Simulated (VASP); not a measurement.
Input:

```
Cu2SnZnS4
1.0
   -2.63860     2.63860     5.27809
    2.63860    -2.63860     5.27809
    2.63860     2.63860    -5.27809
Zn Cu Sn S
1 2 1 4
Direct
  0.75000   0.25000   0.50000
  0.00000   0.00000   0.00000
  0.25000   0.75000   0.50000
  0.50000   0.50000   0.00000
  0.36432   0.37124   0.47758
  0.62876   0.10634   0.99308
  0.89366   0.88674   0.52242
  0.11326   0.63568   0.00692
```

The numbers are results of PBE GGA, VASP's PBE PAW potentials (set 64) (plane waves; VASP), not measurements. Numerical set-up: 300 eV cut-off, 5×5×5 Γ-centred mesh, Fermi-Dirac smearing of 0.050 eV, potentials Zn Cu Sn_d S.

At this cut-off the stress carries a Pulay error, which pulls relaxed volumes low. Unless said otherwise, spin-orbit coupling is left out, though it shifts the bands of the heavy elements here.

**Question.** What does the run give for the energy per atom (σ→0), pressure, largest force, band gap (on the k-mesh) with the smallest direct gap where there is one?

**Answer.** 
- band gap (on the k-mesh): 0.50 eV
- smallest direct gap (on the k-mesh): 0.50 eV
- energy per atom (σ→0): -4.014 eV/atom
- pressure: 8.96 GPa
- largest force: 0.349 eV/Å

Total energies compare only between runs with the same potentials, cut-off and functional.

The structure comes from a computed database's ZnCu2SnS4 entry, a phase known from measurement. The cell was not relaxed at this level.
